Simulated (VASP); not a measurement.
OSZICAR of a VASP run on CdS (zinc blende):

**OSZICAR**
```
       N       E                     dE             d eps       ncg     rms          rms(c)
DAV:   1     0.104484304546E+03    0.10448E+03   -0.88096E+03   770   0.118E+03
DAV:   2    -0.187913073112E+01   -0.10636E+03   -0.10181E+03   874   0.285E+02
DAV:   3    -0.666209390067E+01   -0.47830E+01   -0.47703E+01   894   0.630E+01
DAV:   4    -0.669840375464E+01   -0.36310E-01   -0.36304E-01   859   0.542E+00
DAV:   5    -0.669895141002E+01   -0.54766E-03   -0.54765E-03   884   0.649E-01    0.763E+00
DAV:   6    -0.616376271528E+01    0.53519E+00   -0.10718E+00  1031   0.138E+01    0.610E+00
DAV:   7    -0.614630549086E+01    0.17457E-01   -0.20245E-01   784   0.361E+00    0.309E+00
DAV:   8    -0.614649700953E+01   -0.19152E-03   -0.19121E-02   809   0.207E+00    0.276E-01
DAV:   9    -0.614632498338E+01    0.17203E-03   -0.25872E-03   864   0.825E-01    0.709E-02
DAV:  10    -0.614649171972E+01   -0.16674E-03   -0.29545E-04   799   0.172E-01    0.817E-02
DAV:  11    -0.614657924615E+01   -0.87526E-04   -0.13465E-04   792   0.125E-01    0.164E-02
DAV:  12    -0.614656743064E+01    0.11816E-04   -0.45528E-05   957   0.979E-02    0.844E-03
DAV:  13    -0.614656871871E+01   -0.12881E-05   -0.49645E-06   764   0.160E-02    0.652E-03
DAV:  14    -0.614656857101E+01    0.14770E-06   -0.17071E-07   757   0.327E-03    0.390E-03
DAV:  15    -0.614656851977E+01    0.51242E-07   -0.10016E-07   552   0.260E-03
   1 F= -.61465685E+01 E0= -.61465685E+01  d E =-.106321E-10
```

Problem. Which electronic solver shows in the log?

Solution. It is blocked Davidson (ALGO = Normal, or the opening steps of other solvers). The INCAR had ALGO = Normal.

Problem. Can the final energy be trusted as converged?

Solution. The calculation finished and met its thresholds. It stopped with EDIFF = 1E-7, NELM = 100 (PBE GGA, plane waves, VASP's PBE PAW potentials (set 64)).

The compound is CdS in the zinc blende structure, a metastable form; wurtzite is the usual one. It was relaxed first, which changed the volume by +5 %.
